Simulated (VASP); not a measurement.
Output of a VASP run:

OSZICAR:
```
       N       E                     dE             d eps       ncg     rms          rms(c)
DAV:   1     0.102997823302E+03    0.10300E+03   -0.75643E+03  5531   0.114E+03
DAV:   2    -0.542881236042E+01   -0.10843E+03   -0.10513E+03  5720   0.334E+02
DAV:   3    -0.114274609701E+02   -0.59986E+01   -0.59139E+01  9914   0.604E+01
DAV:   4    -0.115011084047E+02   -0.73647E-01   -0.73174E-01  6190   0.587E+00
DAV:   5    -0.115018853426E+02   -0.77694E-03   -0.77670E-03  7749   0.527E-01    0.160E+01
DAV:   6    -0.978639286633E+01    0.17155E+01   -0.14607E+01  5703   0.426E+01    0.717E+00
DAV:   7    -0.941193405875E+01    0.37446E+00   -0.29440E+00  5595   0.188E+01    0.161E+00
DAV:   8    -0.939852592323E+01    0.13408E-01   -0.75752E-02  6100   0.269E+00    0.664E-01
DAV:   9    -0.939577926287E+01    0.27467E-02   -0.11190E-02  6607   0.120E+00    0.196E-01
DAV:  10    -0.939643640886E+01   -0.65715E-03   -0.18404E-03  6429   0.456E-01    0.110E-01
DAV:  11    -0.939650060377E+01   -0.64195E-04   -0.15678E-04  6548   0.153E-01    0.637E-02
DAV:  12    -0.939652112318E+01   -0.20519E-04   -0.16952E-05  6176   0.471E-02    0.178E-02
DAV:  13    -0.939652510484E+01   -0.39817E-05   -0.84757E-06  6289   0.345E-02    0.706E-03
DAV:  14    -0.939652441732E+01    0.68753E-06   -0.21794E-06  5785   0.170E-02
   1 F= -.93965244E+01 E0= -.93950248E+01  d E =-.299926E-02  mag=     0.6199
```

**OUTCAR**
```
------------------------ aborting loop because EDIFF is reached ----------------------------------------
  FORCE on cell =-STRESS in cart. coord.  units (eV):
  Direction    XX          YY          ZZ          XY          YZ          ZX
  --------------------------------------------------------------------------------------
  Total       -1.4434756     -1.4434756      0.4904537      0.0000000      0.0000000      0.0000000
  in kB      -86.1024823    -86.1024823     29.2552767      0.0000000      0.0000000      0.0000000
  external PRESSURE =     -47.6498960 kB  Pullay stress =       0.0000000 kB
  volume of cell :       26.86
      direct lattice vectors                 reciprocal lattice vectors
     2.736521000  0.000000000  0.000000000     0.365427490  0.000000000  0.000000000
     0.000000000  2.736521000  0.000000000     0.000000000  0.365427490  0.000000000
     0.000000000  0.000000000  3.586797000     0.000000000  0.000000000  0.278800278
 POSITION                                       TOTAL-FORCE (eV/Angst)
 -----------------------------------------------------------------------------------
      1.36826      1.36826      1.79340         0.000000      0.000000      0.000000
      0.00000      0.00000      0.00000         0.000000      0.000000      0.000000
 -----------------------------------------------------------------------------------
    total drift:                                0.000000     -0.000000      0.000000
  FREE ENERGIE OF THE ION-ELECTRON SYSTEM (eV)
  ---------------------------------------------------
  free  energy   TOTEN  =        -9.3965244173 eV

  energy  without entropy=       -9.3935251524  energy(sigma->0) =       -9.39502478

 total charge

# of ion       s       p       d       tot
------------------------------------------
    1        2.056   0.105   0.000   2.161
    2        2.310   6.121   3.001  11.432
--------------------------------------------------
tot          4.366   6.226   3.001  13.593

 magnetization (x)

# of ion       s       p       d       tot
------------------------------------------
    1        0.001   0.005   0.000   0.005
    2        0.003   0.027   0.449   0.479
--------------------------------------------------
tot          0.004   0.031   0.449   0.485
```
(Selected blocks of OUTCAR.)

File POSCAR:
```
LiV
1
    2.7365210000     0.0000000000     0.0000000000
    0.0000000000     2.7365210000     0.0000000000
    0.0000000000     0.0000000000     3.5867970000
Li V
1 1
Direct
  0.5000000000   0.5000000000   0.5000000000
  0.0000000000   0.0000000000   0.0000000000
```

Reconstruct the remaining input files.

One answer among several that fit: the input of the run itself, PBE GGA, plane waves, VASP's PBE PAW potentials (set 64).

**INCAR**
```
# general
SYSTEM  = LiV
PREC    = Accurate
ENCUT   = 400
LREAL   = .FALSE.
LASPH   = .TRUE.

# electronic loop
EDIFF   = 1E-6
NELM    = 100
ALGO    = Normal
LMAXMIX = 4

# smearing
ISMEAR  = 0
SIGMA   = 0.05

# functional
GGA     = PE

# spin
ISPIN   = 2
MAGMOM  = 0.0 2.0

# ions
ISIF    = 2

# output
LWAVE   = .FALSE.
LCHARG  = .FALSE.
LORBIT  = 11
```

**KPOINTS**
```
Automatic mesh
0
Gamma
11 11 9
0 0 0
```

POTCAR, in this order: Li_sv V_sv (PBE.64 set). Program: vasp_std.

At this cut-off the stress carries a Pulay error, which pulls relaxed volumes low.

The structure was generated: LiV was put into an ordered model structure, which need not be its known phase. The cell was not relaxed at this level.
